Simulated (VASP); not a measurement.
Consider the following.

```
CELL_PARAMETERS angstrom
      1.58069    -2.73784     0.00000
      1.58069     2.73784     0.00000
      0.00000     0.00000    12.39148
ATOMIC_POSITIONS crystal
  W  0.33333 0.66667 0.25000
  W  0.66667 0.33333 0.75000
  S  0.33333 0.66667 0.87606
  S  0.66667 0.33333 0.37606
  S  0.66667 0.33333 0.12394
  S  0.33333 0.66667 0.62394
```

Computed with optB88-vdW, VASP's PBE PAW potentials (set 64) (plane waves; VASP 6.6.1). Run with 520 eV cut-off, 8×8×2 Γ-centred mesh, Gaussian smearing of 0.050 eV, potentials W_sv S.

**Question.** The ions and cell shape at fixed volume are relaxed. Give the cell that the relaxation ends in.

**Answer.** 
```
CELL_PARAMETERS angstrom
      1.59056    -2.75494     0.00000
      1.59056     2.75494     0.00000
      0.00000     0.00000    12.23812
ATOMIC_POSITIONS crystal
  W  0.33333 0.66667 0.25000
  W  0.66667 0.33333 0.75000
  S  0.33333 0.66667 0.87900
  S  0.66667 0.33333 0.37900
  S  0.66667 0.33333 0.12100
  S  0.33333 0.66667 0.62100
```
Space group P6_3/mmc (194), at a tolerance of 0.03 Å.

**Question.** How much energy does the relaxation gain?

**Answer.** The energy (σ→0) changes by -6.1 meV/atom, in 5 ionic steps.

The compound is WS2 in the 2H layered structure. This cell is one point of a volume scan, at 0.97 of the reference volume. Symmetry was kept, so distortions that lower it aren't found.
